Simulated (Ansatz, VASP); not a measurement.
**AgCl in two plane-wave programs**

Wanted: the spread between two codes on one cell, functional and k mesh. The cell is taken from a series of runs on this material, whose earlier steps may have relaxed, scaled, displaced or heated it; both programs get it as it stands.

Method: plane waves, with VASP 6.6.1 beside it; PBE, in Ansatz 0.2.0.

## Step 1: Set-up

It takes space group Fm-3m (No. 225, cubic). Conventional cell: a = 5.612 Å, b = 5.612 Å, c = 5.612 Å, α = 90.00°, β = 90.00°, γ = 90.00°. Nearest to Ag lie 6 Cl at 2.81 Å. Nearest to Cl lie 6 Ag at 2.81 Å. Farther neighbours and most contacts between anions are not listed.

Coordinates:

```cif
data_structure
_symmetry_space_group_name_H-M 'P 1'
_symmetry_Int_Tables_number 1
_cell_length_a 3.9679
_cell_length_b 3.9679
_cell_length_c 3.9679
_cell_angle_alpha 60.000
_cell_angle_beta 60.000
_cell_angle_gamma 60.000
_cell_volume 44.18
loop_
_atom_site_label
_atom_site_type_symbol
_atom_site_fract_x
_atom_site_fract_y
_atom_site_fract_z
_atom_site_occupancy
Ag1 Ag 0.00000 0.00000 0.00000 1
Cl2 Cl 0.50000 0.50000 0.50000 1
```

## Step 2: Ansatz: zone-centre phonons, PBE

Ansatz runs on its default PAW (the set named soft_2) files.

Second derivatives magnify differences that forces hide, and they need a tight electronic threshold.

input.yaml reads:

```yaml
crystal:
  lattice:
    - [0.0, 2.8057534124, 2.8057534124]
    - [2.8057534124, 0.0, 2.8057534124]
    - [2.8057534124, 2.8057534124, 0.0]
  atoms:
    - { symbol: Ag, position: [0.0, 0.0, 0.0] }
    - { symbol: Cl, position: [0.5, 0.5, 0.5] }
kpoints:
  mp_grid: { grid: [8, 8, 8] }
hamiltonian:
  xc: pbe
scf:
  occupations: { method: fixed }
output:
  eigenvalues: true
phonons:
  method: dfpt
  dielectric: true
  rigid_motions: translations
basis:
  ecutwfc: 340
```

Launch:

```bash
$ ansatz run input.yaml --threads 4 --pin off --max-ram 7168MiB --backend cpu --events-out ev --progress --plain --runs-dir out
```

Numbers of over 12 decimals in the logs are rounded to 6 here.

The log of the run:

```text
Warning: basis.ecutwfc = 340 eV is below the records' recommended 420 eV, and the density's cutoff is lower with it unless basis.ecutrho_ratio is high enough to keep the records' density cutoff: compare with a run at a higher cutoff
Engine: ansatz 0.2.0, aarch64-unknown-linux-gnu
Pseudopotentials: kind: paw
Pseudopotential: Ag, paw, valence charge 19, recommended cutoff 420 eV (normal), Ag.paw.azcp
Pseudopotential: Cl, paw, valence charge 7, recommended cutoff 420 eV (normal), Cl.paw.azcp
Functional definition: PBE
  parameter kappa = 0.804
  parameter beta = 0.066725
  exchange = pbe_x(kappa = kappa, mu = beta*pi^2/3)
  correlation = pbe_c(beta = beta)
Crystal: 2 atoms, lattice volume = 44.175 Å³
Basis set: ecut = 340 eV, 609 PW (Γ), exchange–correlation on 48×48×48 points (8 copies of the dense FFT grid, shifted against one another)
Bands: 17, of which v1, the nominal top of the filled ones, is band 13 counted from 1 (12 counted from 0)
Symmetry: 48 space group operations
k-points: 59 of 512 (irreducible under 8 space group operations, time reversal used)
Non-local potential: Ag, projectors of the file, l = 0: 3, l = 1: 2, l = 2: 2, l = 3: 1
Non-local potential: Cl, projectors of the file, l = 0: 2, l = 1: 2, l = 2: 2
PAW form: soft (Blöchl's): semilocal exchange-correlation on the pseudo side does not see the compensation charge
PAW one-centre angular grid: Ag, 590 points (default); XC on 64 Gauss nodes
PAW one-centre angular grid: Cl, 110 points (default); XC on 64 Gauss nodes
Initial density: superposition of atomic densities (neutral atoms: chi_scale 0, normalization atom), corrected by the library's trained network
Initial wavefunctions: pseudopotential atomic-orbital guess
Functional: x = pbe(κ = 0.804, μ = 0.219515), c = pbe(β = 0.066725)
SCF iter   1: F=—  HF=-8670.888576 eV  |F-HF|=—  |Δ(HF+E_count)|=         —  Δρ=8.97e-4  dr2=1.14e-4  ethr=1.77e-3  ⟨swp⟩=4.7  Hψ=4139  notcnv=0  defer=89
preconditioner: auto → none  [insulator: Δε(μ)=0.919 eV  Ē_g=10.781 eV  n_scr=14 (ndim 8)  ℏωp=23.7 eV  f_vac=0.036  ε∞_Penn≈5.8]
SCF iter   2: F=—  HF=-8670.889255 eV  |F-HF|=—  |Δ(HF+E_count)|=   6.79e-4  Δρ=3.65e-4  dr2=2.34e-5  ethr=4.37e-7  ⟨swp⟩=2.8  Hψ=2478  notcnv=0  defer=114
SCF iter   3: F=—  HF=-8670.889279 eV  |F-HF|=—  |Δ(HF+E_count)|=   2.39e-5  Δρ=2.02e-4  dr2=3.80e-6  ethr=9.02e-8  ⟨swp⟩=2.0  Hψ=1472  notcnv=0  defer=29
SCF iter   4: F=—  HF=-8670.889291 eV  |F-HF|=—  |Δ(HF+E_count)|=   1.18e-5  Δρ=5.30e-5  dr2=2.45e-7  ethr=1.46e-8  ⟨swp⟩=2.0  Hψ=1496  notcnv=0  defer=2
SCF iter   5: F=—  HF=-8670.889286 eV  |F-HF|=—  |Δ(HF+E_count)|=   4.38e-6  Δρ=8.27e-6  dr2=6.96e-9  ethr=9.43e-10  ⟨swp⟩=2.0  Hψ=1534  notcnv=0
SCF iter   6: F=—  HF=-8670.889286 eV  |F-HF|=—  |Δ(HF+E_count)|=   4.54e-8  Δρ=9.58e-7  dr2=2.27e-10  ethr=2.68e-11  ⟨swp⟩=2.0  Hψ=1534  notcnv=0
SCF iter   7: F=-8670.889286 eV  HF=-8670.889286 eV  |F-HF|=1.09e-11  |Δ(HF+E_count)|=  2.42e-10  Δρ=2.05e-7  dr2=1.62e-11  ethr=1.00e-12  ⟨swp⟩=7.2  Hψ=5369  notcnv=0
SCF 1 converged in 7 iterations: F = -8670.889286 eV  dr2 = 1.62e-11
  greatest PAW one-centre occupation: 1.000 electrons in one spin orbital (limit 2), on the Ag atom at site 0 (counted from 0), in its partial waves of l = 0
DFPT response loops at Γ: preconditioner auto → none (the input reference at scf.mixing.eps_inf says where Resta's filter doesn't serve); β = 0.50; Broyden in place of MSR1
── the response to a field inside a basis, on 8×8×8 k-points: an SCF that follows is theirs, and a resumed run solves both again ──
Bands: 14, of which v1, the nominal top of the filled ones, is band 13 counted from 1 (12 counted from 0)
k-points: 60 of 512 (irreducible under 12 space group operations)
Initial density: handed on by an earlier stage of this run
Initial wavefunctions: pseudopotential atomic-orbital guess (no wavefunctions were taken with the density)
Eigensolver: Dense (60 Hₖ)
SCF iter   1: F=—  HF=-8670.890762 eV  |F-HF|=—  |Δ(HF+E_count)|=         —  Δρ=5.08e-4  dr2=2.71e-5  ethr=1.00e-1
preconditioner: auto → none  [insulator: Δε(μ)=1.176 eV  Ē_g=7.657 eV  n_scr=14 (ndim 8)  ℏωp=23.7 eV  f_vac=0.036  ε∞_Penn≈10.6]
SCF iter   2: F=—  HF=-8670.890766 eV  |F-HF|=—  |Δ(HF+E_count)|=   3.61e-6  Δρ=2.32e-4  dr2=1.01e-5  ethr=1.04e-7
SCF iter   3: F=—  HF=-8670.890767 eV  |F-HF|=—  |Δ(HF+E_count)|=   1.56e-6  Δρ=1.22e-4  dr2=1.19e-6  ethr=3.89e-8
SCF iter   4: F=—  HF=-8670.890768 eV  |F-HF|=—  |Δ(HF+E_count)|=   1.08e-6  Δρ=5.38e-5  dr2=3.23e-7  ethr=4.56e-9
SCF iter   5: F=-8670.890768 eV  HF=-8670.890768 eV  |F-HF|=1.63e-8  |Δ(HF+E_count)|=   1.74e-7  Δρ=1.32e-5  dr2=1.68e-8  ethr=1.24e-9
SCF 1 converged in 5 iterations: F = -8670.890768 eV  dr2 = 1.68e-8
DFPT response loops at Γ: mixed as the last ones told, above
SCF converged after 7 iterations
Free energy (F): -8670.889286 eV
Harris-Foulkes:  -8670.889286 eV  (|F-HF|=1.09e-11)
Internal energy: -8670.889286 eV  (E = F + TS)
E sigma→0 (E₀):  -8670.889286 eV
Fermi energy:    7.518483 eV
--- Per-component energies (eV) ---
  E_band       = -370.213761
  E_kinetic    = 689.023279
  E_local      = -3264.002618  (includes V_loc(G=0)·N_el)
  E_nonlocal   = 112.507326
  E_hartree    = 1430.051433
  E_xc         = -289.809586
  E_vxc        = -353.920760  (∫ρ·V_xc dr)
  E_paw        = -4564.883142  (= ΣΔE_a)
  E_vpaw       = -413.925344  (= ΣTr[D̂ρ^β])
  E_aug_tail   = 0.001205  (compensation charges beyond the density's cutoff)
  E_ewald      = -2783.777184
  E_smearing   = -0.000000  (= −TS)
  E_closure    = 0.000000  (closes the sum)
  Σ components = -8670.889286   (vs F -8670.889286, Δ=0.00e0)
--- Band table (eV; the first three rows and the last of 59) ---
  k-point 0: bands = [... 9 lower, 5.2510, 5.3451, 5.3451, 5.3451, 8.4432, 18.2418, 18.2418, 18.2418]
  k-point 1: bands = [... 9 lower, 5.2617, 5.4836, 6.0543, 6.0543, 9.1338, 16.9557, 17.9232, 17.9232]
  k-point 2: bands = [... 9 lower, 5.3766, 5.6215, 6.7707, 6.7707, 10.4250, 15.3109, 16.6544, 16.6544]
  k-point 58: bands = [... 9 lower, 5.6344, 5.6450, 5.6568, 6.4178, 11.6673, 15.3798, 15.3798, 15.4885]
--- Phonons (Γ-DFPT): 2 representative perturbations + reference, on 59 of 512 k-points (Σ response iterations 6) ---
  k mesh reduced under 8 symmetry operations, with k and −k counted as one. Each operation leaves every solved perturbation unchanged. A smaller set is not considered because the run solves the response to a homogeneous field
  ASR residual: 1.874e-4 → 0.000e0 eV/Å²; symmetrization residual: 1.177e-5 eV/Å²
  ASR residual per site (eV/Å²): 1.87e-4 6.31e-5
  Γ frequencies (cm⁻¹): 0.00 0.00 0.00 91.64 91.64 91.64
  ε∞ (high-frequency dielectric tensor):
        4.981360     0.000000     0.000000
        0.000000     4.981360     0.000000
        0.000000     0.000000     4.981360
  ε⁰ (static dielectric tensor: ions relaxed, cell fixed):
       15.521024     0.000000     0.000000
        0.000000    15.521024     0.000000
        0.000000     0.000000    15.521024
  ε⁰ − ε∞ (ionic part):
       10.539664     0.000000     0.000000
        0.000000    10.539664     0.000000
        0.000000     0.000000    10.539664
  softest optical mode at Γ: 91.64 cm⁻¹; the repairs (sum rule, projections) moved no ω² at Γ by more than (1.01 cm⁻¹)²
  Born effective charges Z* (e; rows j = field, columns β = displacement):
    site 0:
         1.45601    0.00000   -0.00000
        -0.00000    1.45601    0.00000
         0.00000    0.00000    1.45601
    site 1:
        -1.45601   -0.00000    0.00000
         0.00000   -1.45601   -0.00000
        -0.00000   -0.00000   -1.45601
  Z* charge neutrality: 6.849e-4 e pre-enforcement
  solved inside a basis spanned on kpoints, on 8×8×8 k-points, its susceptibility summed on 12×12×12: ε∞ is read to err by 1.2e-2, Z* by 2.0e-2 e (field_mesh: kpoints solves on kpoints); Z* is corrected for what the basis lacks
  optical modes at Γ without the LO–TO term, one row a degenerate level:
      ω (cm⁻¹)  modes    IR ((D/Å)²/amu)
         91.64      3             5.4993
  optical modes at Γ + LO–TO along q̂ = [1.0000, 0.0000, 0.0000]:
      ω (cm⁻¹)  modes    IR ((D/Å)²/amu)
         91.64      2             3.6662
        161.75      1             1.8331
  optical modes at Γ + LO–TO along q̂ = [0.0000, 1.0000, 0.0000]:
      ω (cm⁻¹)  modes    IR ((D/Å)²/amu)
         91.64      2             3.6662
        161.75      1             1.8331
  optical modes at Γ + LO–TO along q̂ = [0.0000, 0.0000, 1.0000]:
      ω (cm⁻¹)  modes    IR ((D/Å)²/amu)
         91.64      2             3.6662
        161.75      1             1.8331
```

The column dr2 measures how far the density is from self-consistency, as an energy; F and HF (Harris–Foulkes) agree once it is small.

(Continued in part 2 of 2.)

[Lines on the potential files, build, host, timing and source positions are cut from VASP's logs without a mark.]

[Logs are printed without paths, hosts, clocks, repeated set-up lines and the standing remarks that a program may print on its own settings, such as how far it seeks lower states.]

[Hosts, paths, dates, database ids (printed as entryN), source tags and the programs' standing remarks are cut or masked in the printed files.]
